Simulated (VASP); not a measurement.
A convergence study with VASP on MgO (rock salt): one setting is varied, all else stays as given below, so the limit is that of these other settings.

```xyz
2
Lattice="0.0000 2.1050 2.1050 2.1050 0.0000 2.1050 2.1050 2.1050 0.0000" Properties=species:S:1:pos:R:3 pbc="T T T"
Mg     0.0000     0.0000     0.0000
O      2.1050     2.1050     2.1050
```

Level of theory: LDA (Ceperley-Alder, Perdew-Zunger), VASP's LDA PAW potentials (set 64) (plane waves; VASP). The tightest run used: 700 eV cut-off, 20×20×20 Γ-centred mesh, Gaussian smearing of 0.050 eV, potentials Mg O.

```
setting     E (eV/atom)  pressure (GPa)  irreducible k-points
----------  -----------  --------------  --------------------
1×1×1 mesh      -1.1247           62.01                     1
2×2×2 mesh      -6.2643           -3.11                     3
3×3×3 mesh      -6.6686           -7.32                     4
```

Problem. These are the cheaper rows. Estimate the results at 20×20×20 mesh, and how far the last row shown lies from them.

Solution. 
| quantity | tightest run | last row shown is off by |
|---|---|---|
| E (eV/atom) | -6.7167 | 0.0481 |
| pressure (GPa) | -7.80 | 0.47 |

Left out are rungs that failed or repeat a setting and relaxations that didn't move; long series are thinned to 24 rows.

The compound is MgO in the rock salt structure. The cell was not relaxed at this level.
